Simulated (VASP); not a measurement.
```
CELL_PARAMETERS angstrom
      0.00000     3.33710     3.33710
      3.33710     0.00000     3.33710
      3.33710     3.33710     0.00000
ATOMIC_POSITIONS crystal
  In 0.00000 0.00000 0.00000
  Sb 0.25000 0.25000 0.25000
```

All values below come from revTPSS meta-GGA, VASP's PBE PAW potentials (set 64) (plane waves; VASP 6.6.1). Run with 520 eV cut-off, 10×10×10 Γ-centred mesh, first-order Methfessel-Paxton smearing of 0.10 eV, potentials In_d Sb.

Give the stress tensor in GPa (positive for a compressed cell).

```
-2.12   0.00   0.00
 0.00  -2.12   0.00
 0.00   0.00  -2.12
```
The pressure is its mean diagonal, -2.12 GPa.

The compound is InSb in the zinc blende structure. This cell is one point of a volume scan, at 1.06 of the reference volume.
